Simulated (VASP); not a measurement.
Wanted: the native input for a VASP 6.6.1 run.

| Item | Value |
| --- | --- |
| Task | relaxation of the atoms |
| Functional | PBEsol |
| Potentials or basis | VASP PAW PBE potentials, release 64 (Ti_sv, Ga_d, As) |
| Cutoff | 350 eV |
| k mesh | 2 × 2 × 2 |
| Occupations | gaussian, width 0.03 eV |
| Spin | collinear spin, ferromagnetic start |
| Starting moments | [2.0, 0.0, 0.0, 0.0, 0.0, 0.0, 0.0, 0.0, 0.0, 0.0, 0.0, 0.0, 0.0, 0.0, 0.0, 0.0, 0.0, 0.0, 0.0, 0.0, 0.0, 0.0, 0.0, 0.0] μB |
| Hubbard terms | Ti d U = 3 eV |
| Dq | -1 |
| Further INCAR settings | LREAL = Auto; ALGO = Normal; EDIFF = 1e-05; IBRION = 2; EDIFFG = -0.03; NSW = 40; NELECT = 216.0 |

The structure of TiGa11As12 (a cell with a defect) lies in POSCAR:

```
TiGa11As12
1.0
    0.0000000000      8.4805500000      8.4805500000
    5.6537000000      0.0000000000      5.6537000000
    5.6537000000      5.6537000000      0.0000000000
Ti Ga As
1 11 12
Direct
    0.0000000000      0.0000000000      0.0000000000
    0.0000000000      0.0000000000      0.5000000000
    0.0000000000      0.5000000000      0.0000000000
    0.0000000000      0.5000000000      0.5000000000
    0.3333330000      0.0000000000      0.0000000000
    0.3333330000      0.0000000000      0.5000000000
    0.3333330000      0.5000000000      0.0000000000
    0.3333330000      0.5000000000      0.5000000000
    0.6666670000      0.0000000000      0.0000000000
    0.6666670000      0.0000000000      0.5000000000
    0.6666670000      0.5000000000      0.0000000000
    0.6666670000      0.5000000000      0.5000000000
    0.0833333333      0.1250000000      0.1250000000
    0.0833333333      0.1250000000      0.6250000000
    0.0833333333      0.6250000000      0.1250000000
    0.0833333333      0.6250000000      0.6250000000
    0.4166663333      0.1250000000      0.1250000000
    0.4166663333      0.1250000000      0.6250000000
    0.4166663333      0.6250000000      0.1250000000
    0.4166663333      0.6250000000      0.6250000000
    0.7500003333      0.1250000000      0.1250000000
    0.7500003333      0.1250000000      0.6250000000
    0.7500003333      0.6250000000      0.1250000000
    0.7500003333      0.6250000000      0.6250000000
```

One way to write it, as run:

INCAR

```
ALGO     = Normal         # electronic algorithm
EDIFF    = 1E-5           # SCF threshold, eV
EDIFFG   = -0.03          # ionic threshold
ENCUT    = 350            # plane-wave cutoff, eV
GGA      = PS             # functional
IBRION   = 2              # ionic algorithm
ISIF     = 2              # what is computed and relaxed
ISMEAR   = 0              # smearing method
ISPIN    = 2              # spin polarisation
KPAR     = 2            
LASPH    = True           # aspherical terms in the spheres
LCHARG   = False          # write CHGCAR
LDAU     = True           # DFT+U
LDAUJ    = 0 0 0        
LDAUL    = 2 -1 -1        # shell
LDAUPRINT= 1            
LDAUTYPE = 2            
LDAUU    = 3 0 0          # U, eV
LMAXMIX  = 4              # l up to which the mixer works
LORBIT   = 11             # projections on sites
LREAL    = Auto         
LWAVE    = False          # write WAVECAR
MAGMOM   = 2 0 0 0 0 0 0 0 0 0 0 0 0 0 0 0 0 0 0 0 0 0 0 0 # initial moments
NELECT   = 216.0        
NELM     = 120            # most SCF steps
NSW      = 40             # ionic steps
PREC     = Accurate       # precision mode
SIGMA    = 0.03           # smearing width, eV
```

KPOINTS

```
k-points
0
Gamma
  2 2 2
```

Potentials or basis: VASP PAW PBE potentials, release 64 (Ti_sv, Ga_d, As).

Command:

```sh
$ cat potpaw_PBE.64/Ti_sv/POTCAR potpaw_PBE.64/Ga_d/POTCAR potpaw_PBE.64/As/POTCAR > POTCAR
$ mpirun -np 4 vasp_std > vasp.out
```

Results of the run:

```yaml
Energy_gained_by_relaxing: 4.5 meV/atom
Ionic_steps: 14
Largest_force_after_relaxing: 0.028 eV/Å
Band_gap_on_the_k_mesh: none (metal or under the smearing width)
Net_moment: 1.75 μB per cell
Site_moments: Ti +1.27; Ga +0.01, +0.00, -0.00; As -0.01, -0.02, +0.01, +0.00 μB
Valence_electrons_inside_the_program's_atomic_spheres: Ti 10.27; Ga 11.71, 11.69, 11.72, 11.70; As 2.90, 2.85, 2.86
```

Caveat: the k mesh is coarse (spacing up to 0.48 Å⁻¹), so the values aren't converged; the cell is charged against a uniform background, so pressure and absolute levels hang on convention; the PAW data sets were made with another functional, which shifts forces and pressure a little; the U is typed as a test and isn't derived for this compound.

Wall time 34 min on 4 MPI ranks on Intel(R) Xeon(R) 6975P-C (Granite Rapids), on a shared host, peak memory 0.51 GiB a rank.
